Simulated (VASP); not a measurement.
Consider the following.

```yaml
crystal:
  lattice:
    - [5.60315, 0.00000, 0.00000]
    - [0.00000, 5.60315, 0.00000]
    - [0.00000, 0.00000, 5.60315]
  atoms:
    - { symbol: Ga, position: [0.98752, 0.98752, 0.98752] }
    - { symbol: Ga, position: [0.51248, 0.51248, 0.98752] }
    - { symbol: Ga, position: [0.51248, 0.98752, 0.51248] }
    - { symbol: Ga, position: [0.98752, 0.51248, 0.51248] }
    - { symbol: Sb, position: [0.25000, 0.25000, 0.25000] }
    - { symbol: P, position: [0.75000, 0.75000, 0.25000] }
    - { symbol: P, position: [0.75000, 0.25000, 0.75000] }
    - { symbol: P, position: [0.25000, 0.75000, 0.75000] }
```

These are PBEsol GGA, VASP's PBE PAW potentials (set 64) (plane waves; VASP) values and carry that method's errors. Run with 400 eV cut-off, 5×5×5 Γ-centred mesh, tetrahedra with Blöchl corrections, potentials Ga_d Sb P.

The cores are frozen, which limits the accuracy of field gradients.

### Question
Give the principal components of the electric field gradient (V/Å²) and the asymmetry η at each nucleus.

### Answer

```csv
atom,Vxx,Vyy,Vzz,η
Ga1,5.1,5.1,-10.2,0.00
Ga2,5.1,5.1,-10.2,0.00
Ga3,5.1,5.1,-10.2,0.00
Ga4,5.1,5.1,-10.2,0.00
Sb5,0.0,0.0,0.0,-
P6,-8.4,-8.4,16.7,0.00
P7,-8.4,-8.4,16.7,0.00
P8,-8.4,-8.4,16.7,0.00
```

The structure was generated: Ga4P3Sb was put into an ordered model structure (P-43m), which need not be its known phase. It was relaxed first.
